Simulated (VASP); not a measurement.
Given:

```
Tl
1.0
    1.62555    -2.81553     0.00000
    1.62555     2.81553     0.00000
    0.00000     0.00000     5.12412
Tl
2
Direct
  0.33333   0.66667   0.25000
  0.66667   0.33333   0.75000
```

Method: LDA (Ceperley-Alder, Perdew-Zunger), VASP's LDA PAW potentials (set 64) (plane waves; VASP 6.6.1). Numerical set-up: 500 eV cut-off, 13×13×7 Γ-centred mesh, first-order Methfessel-Paxton smearing of 0.10 eV, potentials Tl_d.

Energy and stress use the plane-wave basis of the starting cell.

The ions, cell shape and volume at an external pressure of 20.0 GPa are relaxed. Predict the relaxed structure.

```
Tl
1.0
    1.57070    -2.72053     0.00000
    1.57070     2.72053     0.00000
    0.00000     0.00000     5.02189
Tl
2
Direct
  0.33333   0.66667   0.25000
  0.66667   0.33333   0.75000
```
Space group P6_3/mmc (194), at a tolerance of 0.03 Å.

How do energy and volume change from the first to the last step?

The energy (σ→0) changes by +181.8 meV/atom and the volume by -8.5 %, in 14 ionic steps.

The compound is Tl in the hcp structure. This run relaxes it under an external pressure of 20 GPa. Symmetry was kept, so distortions that lower it aren't found.
